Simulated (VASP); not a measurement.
# C: what each functional gives for the gap, part 2 of 2

How does the band gap of C depend on the functional? The starting structure is a measured crystal structure from the Crystallography Open Database. Cell and atoms stay as given. Meshes and data sets differ where the inputs say so.

VASP 6.6.1.

Results so far: LDA 4.104 eV; PBE 4.140 eV; r2SCAN 4.334 eV; TB-mBJ 4.956 eV.

The database entry behind the starting cell differs from later determinations by our own check (about 0.1 % long), so it need not match the best structure at ambient conditions.

### 6. Bands with HSE06

Level of this step: HSE06; plane waves and PAW (C) (VASP).

HSE06 mixes in a quarter of exact exchange at short range, at far higher cost; in semiconductors this cures much of the gap error, while metals seldom gain. This run uses a 7×7×7 mesh. Its starting orbitals come from a semilocal run on the same mesh, not shown.

Input file INCAR:

```
SYSTEM = C
PREC = Accurate
ENCUT = 460
EDIFF = 1E-06
NELM = 100
ISMEAR = 0
SIGMA = 0.03
LREAL = .FALSE.
ALGO = Normal
LHFCALC = .TRUE.
AEXX = 0.25
GGA = PE
HFSCREEN = 0.2
LASPH = .TRUE.
NBANDS = 10
PRECFOCK = Fast
LORBIT = 11
LWAVE = .FALSE.
LCHARG = .FALSE.
KPAR = 4
```

Input file POSCAR:

```
C
1.0
    0.0000000000      1.7858110000      1.7858110000
    1.7858110000      0.0000000000      1.7858110000
    1.7858110000      1.7858110000      0.0000000000
C
2
Direct
    0.0000000000      0.0000000000      0.0000000000
    0.2500000000      0.2500000000      0.2500000000
```

Input file KPOINTS:

```
Automatic mesh
0
Gamma
7 7 7
0 0 0
```

Input file KPOINTS_OPT:

```
Line mode
10
Line-mode
Reciprocal
  0.00000000   0.00000000   0.00000000 GAMMA
  0.50000000   0.00000000   0.50000000 X

  0.50000000   0.00000000   0.50000000 X
  0.50000000   0.25000000   0.75000000 W

  0.50000000   0.25000000   0.75000000 W
  0.37500000   0.37500000   0.75000000 K

  0.37500000   0.37500000   0.75000000 K
  0.00000000   0.00000000   0.00000000 GAMMA

  0.00000000   0.00000000   0.00000000 GAMMA
  0.50000000   0.50000000   0.50000000 L

  0.50000000   0.50000000   0.50000000 L
  0.62500000   0.25000000   0.62500000 U

  0.62500000   0.25000000   0.62500000 U
  0.50000000   0.25000000   0.75000000 W

  0.50000000   0.25000000   0.75000000 W
  0.50000000   0.50000000   0.50000000 L

  0.50000000   0.50000000   0.50000000 L
  0.37500000   0.37500000   0.75000000 K

  0.62500000   0.25000000   0.62500000 U
  0.50000000   0.00000000   0.50000000 X
```

The projector-augmented-wave data sets are C (PBE family, release 64).

Command:

```
> mpirun -np 4 vasp_std
```

Numbers of over 12 decimals in the logs are rounded to 6 here.

The log of the run:

```text
[banner, memory and clock lines left out]
running    4 mpi-ranks, on    1 nodes
[...]
LDA part: xc-table for (Slater+PW92), standard interpolation
 found WAVECAR, reading the header
 POSCAR, INCAR and KPOINTS ok, starting setup
[...]
reading WAVECAR
 the WAVECAR file was read successfully
 initial charge from wavefunction
 entering main loop
       N       E                     dE             d eps       ncg     rms          rms(c)
DAV:   1    -0.210856377929E+02   -0.21086E+02   -0.63941E-01   412   0.722E+00    0.104E+00
DAV:   2    -0.210882312174E+02   -0.25934E-02   -0.58060E-03   442   0.613E-01    0.663E-01
DAV:   3    -0.210874963825E+02    0.73483E-03   -0.33080E-04   424   0.159E-01    0.370E-01
DAV:   4    -0.210872569672E+02    0.23942E-03   -0.86655E-05   416   0.874E-02    0.205E-01
DAV:   5    -0.210871825979E+02    0.74369E-04   -0.24058E-05   422   0.471E-02    0.115E-01
DAV:   6    -0.210871595422E+02    0.23056E-04   -0.71202E-06   442   0.261E-02    0.644E-02
DAV:   7    -0.210871524448E+02    0.70974E-05   -0.23785E-06   424   0.153E-02    0.359E-02
DAV:   8    -0.210871506322E+02    0.18126E-05   -0.70827E-07   214   0.846E-03    0.206E-02
DAV:   9    -0.210871501966E+02    0.43557E-06   -0.29077E-07   212   0.563E-03
   1 F= -.21087150E+02 E0= -.21087150E+02  d E =-.674474E-17
 Start KPOINTS_OPT (optional k-point list driver)
k-point batch [1-20\100]
       N       E                     dE             ncg
DAV:   1     0.315901677236E+03   -0.59489E+04      424
DAV:   2    -0.782781615272E+02   -0.39418E+03      556
DAV:   3    -0.917878090899E+02   -0.13510E+02      458
DAV:   4    -0.918801301797E+02   -0.92321E-01      438
DAV:   5    -0.918803542582E+02   -0.22408E-03      442
DAV:   6    -0.918803546167E+02   -0.35853E-06      442
[...]
k-point batch [81-100\100]
       N       E                     dE             ncg
DAV:   1     0.160096725119E+03   -0.81038E+04      416
DAV:   2    -0.207525470932E+03   -0.36762E+03      506
DAV:   3    -0.217234318485E+03   -0.97088E+01      482
DAV:   4    -0.217303665750E+03   -0.69347E-01      512
DAV:   5    -0.217303768216E+03   -0.10247E-03      474
DAV:   6    -0.217303768353E+03   -0.13699E-06      474
```

Wall time 2.6 min (4 MPI ranks of Intel Xeon Platinum 8488C (Sapphire Rapids), shared host); peak memory 0.87 GiB; 10 min of CPU time.

From OUTCAR (step 6):

```text
 POSITION                                       TOTAL-FORCE (eV/Angst)
 -----------------------------------------------------------------------------------
      0.00000      0.00000      0.00000         0.000000      0.000000      0.000000
      0.89291      0.89291      0.89291        -0.000000     -0.000000     -0.000000
 -----------------------------------------------------------------------------------
    total drift:                                0.000000      0.000000      0.000000

  FREE ENERGIE OF THE ION-ELECTRON SYSTEM (eV)
  ---------------------------------------------------
  free  energy   TOTEN  =       -21.0871501966 eV

  energy  without entropy=      -21.0871501966  energy(sigma->0) =      -21.08715020

[... 1 part as in an earlier step ...]

[... 2 further parts left out ...]
[key lines of the parts left out:]
E-fermi :   9.2081
```

HSE06 gives a least gap of 5.305 eV, and a least direct gap of 6.985 eV. The least gap is +1.200 eV from that of LDA, on another mesh, which alone can move a gap by some hundredths of an eV.

### 7. Bands with PBE0

PBE0 keeps a quarter of exact exchange at all ranges; it tends to overshoot small gaps. This run uses a 7×7×7 mesh. It starts from the orbitals of an earlier run, not shown.

Edit INCAR of step 6 so:

```diff
@@ -12,3 +12,2 @@
 GGA = PE
-HFSCREEN = 0.2
 LASPH = .TRUE.
@@ -16,2 +15,3 @@
 PRECFOCK = Fast
+HFRCUT = -1
 LORBIT = 11
```

POSCAR is that of step 6.

KPOINTS is that of step 6.

KPOINTS_OPT is that of step 6.

Command:

```
> mpirun -np 4 vasp_std
```

The log of the run:

```text
[banner, memory and clock lines left out]
running    4 mpi-ranks, on    1 nodes
[...]
LDA part: xc-table for (Slater+PW92), standard interpolation
 found WAVECAR, reading the header
 POSCAR, INCAR and KPOINTS ok, starting setup
[...]
HFRCUT set to (new)   9.770437
 reading WAVECAR
 the WAVECAR file was read successfully
 initial charge from wavefunction
 entering main loop
       N       E                     dE             d eps       ncg     rms          rms(c)
DAV:   1    -0.221185508331E+02   -0.22119E+02   -0.63693E-01   412   0.723E+00    0.104E+00
DAV:   2    -0.221222742787E+02   -0.37234E-02   -0.72967E-03   442   0.667E-01    0.671E-01
DAV:   3    -0.221215878829E+02    0.68640E-03   -0.36689E-04   426   0.163E-01    0.374E-01
DAV:   4    -0.221213517926E+02    0.23609E-03   -0.83015E-05   416   0.858E-02    0.209E-01
DAV:   5    -0.221212771495E+02    0.74643E-04   -0.23339E-05   424   0.467E-02    0.117E-01
DAV:   6    -0.221212539040E+02    0.23245E-04   -0.71568E-06   444   0.263E-02    0.660E-02
DAV:   7    -0.221212469204E+02    0.69836E-05   -0.23273E-06   416   0.151E-02    0.373E-02
DAV:   8    -0.221212449949E+02    0.19254E-05   -0.77367E-07   212   0.881E-03    0.213E-02
DAV:   9    -0.221212445808E+02    0.41414E-06   -0.30443E-07   212   0.573E-03
   1 F= -.22121245E+02 E0= -.22121245E+02  d E =-.129309E-36
 Start KPOINTS_OPT (optional k-point list driver)
k-point batch [1-20\100]
       N       E                     dE             ncg
DAV:   1     0.258733702135E+03   -0.60061E+04      424
DAV:   2    -0.141917342517E+03   -0.40065E+03      556
DAV:   3    -0.155223564313E+03   -0.13306E+02      456
DAV:   4    -0.155312887769E+03   -0.89323E-01      438
DAV:   5    -0.155313097110E+03   -0.20934E-03      442
DAV:   6    -0.155313097434E+03   -0.32413E-06      442
[...]
k-point batch [81-100\100]
       N       E                     dE             ncg
DAV:   1     0.998975435155E+02   -0.81640E+04      416
DAV:   2    -0.271799391453E+03   -0.37170E+03      514
DAV:   3    -0.281334899969E+03   -0.95355E+01      490
DAV:   4    -0.281402421500E+03   -0.67522E-01      512
DAV:   5    -0.281402517426E+03   -0.95926E-04      472
DAV:   6    -0.281402517551E+03   -0.12492E-06      474
```

Run time: 2.5 min. Hardware: 4 MPI ranks; peak memory 0.53 GiB; 9.9 min of CPU time.

From OUTCAR (step 7):

```text
 POSITION                                       TOTAL-FORCE (eV/Angst)
 -----------------------------------------------------------------------------------
      0.00000      0.00000      0.00000         0.000000      0.000000     -0.000000
      0.89291      0.89291      0.89291        -0.000000     -0.000000      0.000000
 -----------------------------------------------------------------------------------
    total drift:                                0.000000     -0.000000      0.000000

  FREE ENERGIE OF THE ION-ELECTRON SYSTEM (eV)
  ---------------------------------------------------
  free  energy   TOTEN  =       -22.1212445808 eV

  energy  without entropy=      -22.1212445808  energy(sigma->0) =      -22.12124458

[... 2 parts as in an earlier step ...]

[... 1 further part left out ...]
[key lines of the parts left out:]
E-fermi :   8.9456
```

PBE0 gives a least gap of 6.037 eV, and a least direct gap of 7.692 eV. The least gap is +1.933 eV from that of LDA, on another mesh, which alone can move a gap by some hundredths of an eV.

### 8. Bands with r2SCAN-EpsX

Here the share of exact exchange is set to the inverse of the computed dielectric constant, since screening weakens exchange. This run uses a 7×7×7 mesh. It starts from the orbitals of an earlier run, not shown.

Edit INCAR of step 7 so:

```diff
@@ -10,4 +10,4 @@
 LHFCALC = .TRUE.
-AEXX = 0.25
-GGA = PE
+AEXX = 0.172
+METAGGA = R2SCAN
 LASPH = .TRUE.
```

POSCAR is that of step 7.

KPOINTS is that of step 7.

KPOINTS_OPT is that of step 7.

Command:

```
> mpirun -np 4 vasp_std
```

The log of the run:

```text
[banner, memory and clock lines left out]
running    4 mpi-ranks, on    1 nodes
[...]
[... a notice as in an earlier step ...]

 LDA part: xc-table for (None), standard interpolation
 found WAVECAR, reading the header
 POSCAR, INCAR and KPOINTS ok, starting setup
[...]
HFRCUT set to (new)   9.770437
 reading WAVECAR
 the WAVECAR file was read successfully
 initial charge from wavefunction
 entering main loop
       N       E                     dE             d eps       ncg     rms          rms(c)
DAV:   1    -0.220617562595E+02   -0.22062E+02   -0.94086E-01   414   0.933E+00    0.124E+00
DAV:   2    -0.220663722790E+02   -0.46160E-02   -0.10700E-02   444   0.857E-01    0.818E-01
DAV:   3    -0.220664205094E+02   -0.48230E-04   -0.16284E-04   432   0.117E-01    0.500E-01
DAV:   4    -0.220664480663E+02   -0.27557E-04   -0.23004E-05   446   0.505E-02    0.311E-01
DAV:   5    -0.220664619054E+02   -0.13839E-04   -0.80618E-06   450   0.309E-02    0.194E-01
DAV:   6    -0.220664688923E+02   -0.69869E-05   -0.28821E-06   424   0.187E-02    0.121E-01
DAV:   7    -0.220664724017E+02   -0.35093E-05   -0.10454E-06   262   0.114E-02    0.755E-02
DAV:   8    -0.220664741854E+02   -0.17837E-05   -0.42615E-07   212   0.736E-03    0.473E-02
DAV:   9    -0.220664751098E+02   -0.92437E-06   -0.15248E-07   214   0.438E-03
   1 F= -.22066475E+02 E0= -.22066475E+02  d E =-.272788E-29
 Start KPOINTS_OPT (optional k-point list driver)
k-point batch [1-20\100]
       N       E                     dE             ncg
DAV:   1     0.276928994593E+03   -0.59879E+04      424
DAV:   2    -0.113261492092E+03   -0.39019E+03      564
DAV:   3    -0.124430413607E+03   -0.11169E+02      458
DAV:   4    -0.124492983945E+03   -0.62570E-01      436
DAV:   5    -0.124493079873E+03   -0.95928E-04      442
DAV:   6    -0.124493079984E+03   -0.11058E-06      442
[...]
k-point batch [81-100\100]
       N       E                     dE             ncg
DAV:   1     0.117993201015E+03   -0.81459E+04      416
DAV:   2    -0.243618282984E+03   -0.36161E+03      530
DAV:   3    -0.251803872344E+03   -0.81856E+01      482
DAV:   4    -0.251851170814E+03   -0.47298E-01      514
DAV:   5    -0.251851222563E+03   -0.51749E-04      482
DAV:   6    -0.251851222619E+03   -0.55601E-07      462
```

It took 2.7 min on 4 MPI ranks; peak memory 0.53 GiB; 11 min of CPU time.

OUTCAR, selected parts (step 8):

```text
 POSITION                                       TOTAL-FORCE (eV/Angst)
 -----------------------------------------------------------------------------------
      0.00000      0.00000      0.00000         0.000000      0.000000      0.000000
      0.89291      0.89291      0.89291        -0.000000     -0.000000     -0.000000
 -----------------------------------------------------------------------------------
    total drift:                                0.000000     -0.000000      0.000000

  FREE ENERGIE OF THE ION-ELECTRON SYSTEM (eV)
  ---------------------------------------------------
  free  energy   TOTEN  =       -22.0664751098 eV

  energy  without entropy=      -22.0664751098  energy(sigma->0) =      -22.06647511

[... 2 parts as in an earlier step ...]

[... 1 further part left out ...]
[key lines of the parts left out:]
E-fermi :   9.2405
```

r2SCAN-EpsX gives a least gap of 5.560 eV, and a least direct gap of 7.168 eV. The least gap is +1.456 eV from that of LDA, on another mesh, which alone can move a gap by some hundredths of an eV.

### 9. All runs side by side

```
      level  gap (eV)  least direct gap (eV)      mesh  core minutes
        LDA     4.104                  5.536  10×10×10          0.36
        PBE      4.14                  5.584  10×10×10         0.373
     r2SCAN     4.334                  5.828  10×10×10          1.09
     TB-mBJ     4.956                  6.611  10×10×10           1.0
      HSE06     5.305                  6.985     7×7×7          10.6
       PBE0     6.037                  7.692     7×7×7          9.93
r2SCAN-EpsX      5.56                  7.168     7×7×7          10.7
```

Core minutes are wall time times ranks of the run shown, on a shared host.

### 10. Outcome

| Quantity | Value |
| --- | --- |
| gap, LDA | 4.104 eV |
| gap, PBE | 4.140 eV |
| gap, r2SCAN | 4.334 eV |
| gap, TB-mBJ | 4.956 eV |
| gap, HSE06 | 5.305 eV |
| gap, PBE0 | 6.037 eV |
| gap, r2SCAN-EpsX | 5.560 eV |

What this shows: Without spin-orbit coupling the gap of C runs from 4.104 eV (LDA) to 6.037 eV (PBE0). HSE06 gives +1.16 eV from PBE, on another mesh, which alone can move a gap by some hundredths of an eV. TB-mBJ lies -0.35 eV from HSE06, on another mesh, which alone can move a gap by some hundredths of an eV. These are gaps between Kohn-Sham or generalised Kohn-Sham levels of a static lattice, without excitons or temperature. Further runs on this material are not shown.

[Lines on the potential files, build, host, timing and source positions are cut from VASP's logs without a mark.]

[Logs are printed without paths, hosts, clocks, repeated set-up lines and the standing remarks that a program may print on its own settings, such as how far it seeks lower states.]

[Hosts, paths, dates, database ids (printed as entryN), source tags and the programs' standing remarks are cut or masked in the printed files.]
